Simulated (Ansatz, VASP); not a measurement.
## Two plane-wave programs on RbRe2

The input INCAR:

```
  PREC = Accurate
  ENCUT = 600
  EDIFF = 1E-6
  ISMEAR = 0
  SIGMA = 0.1
  LREAL = F
  LASPH = T
  NELM = 100
  ALGO = Normal
  ISIF = 3
  LWAVE = F
  LCHARG = F
  GGA = PE
  IBRION = 2
  NSW = 90
  EDIFFG = -0.04
```

The input KPOINTS:

```
Automatic mesh
0
Gamma
  6 6 4
```

POSCAR

```
RbRe2
1.0
    4.1202888492      0.0000000000      0.0000000000
   -2.0601444246      3.5682748143      0.0000000000
    0.0000000000      0.0000000000      4.4488168637
Rb Re
1 2
Direct
    0.0000000000      0.0000000000      0.0000000000
    0.3333333333      0.6666666667      0.5000000000
    0.6666666667      0.3333333333      0.5000000000
```

Input for Ansatz:

```yaml
crystal:
  lattice:
    - [4.1202888492, 0.0, 0.0]
    - [-2.0601444246, 3.5682748143, 0.0]
    - [0.0, 0.0, 4.4488168637]
  atoms:
    - { symbol: Rb, position: [0.0, 0.0, 0.0] }
    - { symbol: Re, position: [0.3333333333, 0.6666666667, 0.5] }
    - { symbol: Re, position: [0.6666666667, 0.3333333333, 0.5] }
basis:
  ecutwfc: 420
kpoints:
  mp_grid: { grid: [6, 6, 4] }
hamiltonian:
  xc: pbe
scf:
  occupations: { method: gaussian, width: 0.1 }
  lower_state_search: "off"
output:
  forces: true
  stress: true
  eigenvalues: true
relax:
  adjacent_minimum: "off"
  f_tol: 0.04
  max_steps: 70
  cell: { stress_tol: 0.4 }
```

Alike in both runs: task relaxation of cell and atoms; functional PBE; k mesh 6 × 6 × 4; occupations gaussian, width 0.1 eV; no spin polarisation.

```csv
,VASP,Ansatz
version,VASP 6.6.1,Ansatz 0.2.0
potentials or method,"VASP PAW PBE potentials, release 64 (Rb_sv, Re)","scalar-relativistic, plane waves, PAW"
plane-wave cutoff (eV),600,420
valence electrons in the cell,23,39
```

Ansatz gave:

```
gap on the k mesh at the Fermi level, each at its own relaxed structure (eV) : none
relaxed volume (Å³/atom)                                                     : 30.38
relaxed cell length with the largest relative difference (Å)                 : 4.113
energy change over the relaxation (meV/atom)                                 : -570
```

**Question.** Estimate VASP's values.

**Answer.** gap on the k mesh at the Fermi level, each at its own relaxed structure (eV): none; relaxed volume (Å³/atom): 30.10; relaxed cell length with the largest relative difference (Å): 4.096; energy change over the relaxation (meV/atom): -571.

A gap of «none» marks a metal or a gap that the smearing closes. The two sets of potentials don't hold the same shells in valence.

Caveats: the volume moved by over 15 % at a fixed basis, so the end points are rough (VASP). Spin-orbit coupling is left out, which matters for the levels of Re.
